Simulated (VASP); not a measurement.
Calculation: PBE GGA, VASP's PBE PAW potentials (set 64) (plane waves; VASP).

A VASP calculation is set up with these files.

### KPOINTS
```
Automatic mesh
0
Gamma
15 15 15
0 0 0
```

File POSCAR:
```
Mo
1.0
 -1.5750000000   1.5750000000   1.5750000000
  1.5750000000  -1.5750000000   1.5750000000
  1.5750000000   1.5750000000  -1.5750000000
Mo
1
Cartesian
  0.0000000000   0.0000000000   0.0000000000
```

INCAR:
```
LCHARG  =  .FALSE.
ISMEAR  =  1   # Methfessel-Paxton
PREC  =  Accurate
LMAXMIX  =  4
LASPH  =  .TRUE.   # aspherical one-centre terms
LREAL  =  .FALSE.   # projection in real space or not
LWAVE  =  .FALSE.
EDIFF  =  1E-6
ISIF  =  3
EDIFFG  =  -0.01   # ionic stop
SYSTEM  =  Mo
ALGO  =  Normal   # blocked Davidson
ENCUT  =  520
GGA  =  PE
NSW  =  60
SIGMA  =  0.1   # width (eV)
IBRION  =  2   # conjugate gradients
NELM  =  100   # most electronic steps
```

POTCAR, in this order: Mo_sv (PBE.64 set). Program: vasp_std.

What VASP printed:

### OSZICAR
```
       N       E                     dE             d eps       ncg     rms          rms(c)
DAV:   1     0.897571622565E+02    0.89757E+02   -0.83980E+03  2672   0.131E+03
DAV:   2    -0.103201618271E+02   -0.10008E+03   -0.96946E+02  2889   0.342E+02
DAV:   3    -0.115826758918E+02   -0.12625E+01   -0.12487E+01  3060   0.384E+01
DAV:   4    -0.115864246602E+02   -0.37488E-02   -0.37483E-02  2885   0.237E+00
DAV:   5    -0.115864440325E+02   -0.19372E-04   -0.19371E-04  3096   0.169E-01    0.147E+01
DAV:   6    -0.110146503665E+02    0.57179E+00   -0.10236E+00  2829   0.123E+01    0.401E+00
DAV:   7    -0.109343696791E+02    0.80281E-01   -0.21132E-01  3066   0.521E+00    0.949E-01
DAV:   8    -0.109302515162E+02    0.41182E-02   -0.43380E-03  2804   0.916E-01    0.223E-01
DAV:   9    -0.109303180464E+02   -0.66530E-04   -0.10807E-04  3074   0.143E-01    0.869E-02
DAV:  10    -0.109303288062E+02   -0.10760E-04   -0.11053E-05  2859   0.437E-02    0.266E-03
DAV:  11    -0.109303288641E+02   -0.57901E-07   -0.48796E-08  1742   0.316E-03
   1 F= -.10930329E+02 E0= -.10930150E+02  d E =-.109303E+02
       N       E                     dE             d eps       ncg     rms          rms(c)
DAV:   1    -0.113687835432E+02   -0.43845E+00   -0.11132E+01  2724   0.478E+01    0.594E+00
DAV:   2    -0.109356126249E+02    0.43317E+00   -0.99333E-01  2697   0.122E+01    0.127E+00
DAV:   3    -0.109126875861E+02    0.22925E-01   -0.10696E-01  2858   0.403E+00    0.703E-01
DAV:   4    -0.109153346631E+02   -0.26471E-02   -0.14426E-03  2762   0.463E-01    0.231E-01
DAV:   5    -0.109156511803E+02   -0.31652E-03   -0.19045E-04  2861   0.143E-01    0.102E-02
DAV:   6    -0.109156525365E+02   -0.13562E-05   -0.16716E-06  2536   0.160E-02    0.306E-03
DAV:   7    -0.109156530579E+02   -0.52146E-06   -0.65457E-08  1620   0.368E-03
   2 F= -.10915653E+02 E0= -.10915465E+02  d E =0.146758E-01
       N       E                     dE             d eps       ncg     rms          rms(c)
DAV:   1    -0.111675510596E+02   -0.25190E+00   -0.58411E+00  2739   0.342E+01    0.552E+00
DAV:   2    -0.109489690534E+02    0.21858E+00   -0.45051E-01  2712   0.858E+00    0.893E-01
DAV:   3    -0.109310114129E+02    0.17958E-01   -0.72606E-02  2858   0.335E+00    0.927E-01
DAV:   4    -0.109325557113E+02   -0.15443E-02   -0.98894E-04  2744   0.383E-01    0.112E-01
DAV:   5    -0.109326074082E+02   -0.51697E-04   -0.17295E-04  2951   0.164E-01    0.134E-02
DAV:   6    -0.109326038439E+02    0.35643E-05   -0.30041E-06  2803   0.241E-02    0.314E-03
DAV:   7    -0.109326035022E+02    0.34166E-06   -0.24120E-08  1466   0.226E-03
   3 F= -.10932604E+02 E0= -.10932440E+02  d E =-.227464E-02
```

### OUTCAR
```
------------------------ aborting loop because EDIFF is reached ----------------------------------------
  FORCE on cell =-STRESS in cart. coord.  units (eV):
  Direction    XX          YY          ZZ          XY          YZ          ZX
  --------------------------------------------------------------------------------------
  Total       -0.0038828     -0.0038828     -0.0038828     -0.0000000     -0.0000000      0.0000000
  in kB       -0.3927704     -0.3927704     -0.3927704     -0.0000000     -0.0000000      0.0000000
  external PRESSURE =      -0.3927704 kB  Pullay stress =       0.0000000 kB
  volume of cell :       15.84
      direct lattice vectors                 reciprocal lattice vectors
    -1.582045281  1.582045281  1.582045281     0.000000000  0.316046580  0.316046580
     1.582045281 -1.582045281  1.582045281     0.316046580  0.000000000  0.316046580
     1.582045281  1.582045281 -1.582045281     0.316046580  0.316046580  0.000000000
 POSITION                                       TOTAL-FORCE (eV/Angst)
 -----------------------------------------------------------------------------------
      0.00000      0.00000      0.00000        -0.000000      0.000000     -0.000000
 -----------------------------------------------------------------------------------
    total drift:                                0.000000      0.000000      0.000000
  FREE ENERGIE OF THE ION-ELECTRON SYSTEM (eV)
  ---------------------------------------------------
  free  energy   TOTEN  =       -10.9326035022 eV

  energy  without entropy=      -10.9321116832  energy(sigma->0) =      -10.93243956

 reached required accuracy - stopping structural energy minimisation
```
(Selected blocks of OUTCAR.)

### CONTCAR
```
Mo
   1.00000000000000
    -1.5820452814242099    1.5820452814242099    1.5820452814242099
     1.5820452814242099   -1.5820452814242099    1.5820452814242099
     1.5820452814242099    1.5820452814242099   -1.5820452814242099
  Mo
     1
Direct
     0.0000000000000000    0.0000000000000000    0.0000000000000000
```

The compound is Mo in the bcc structure. This run relaxes it. Symmetry was kept, so distortions that lower it aren't found.
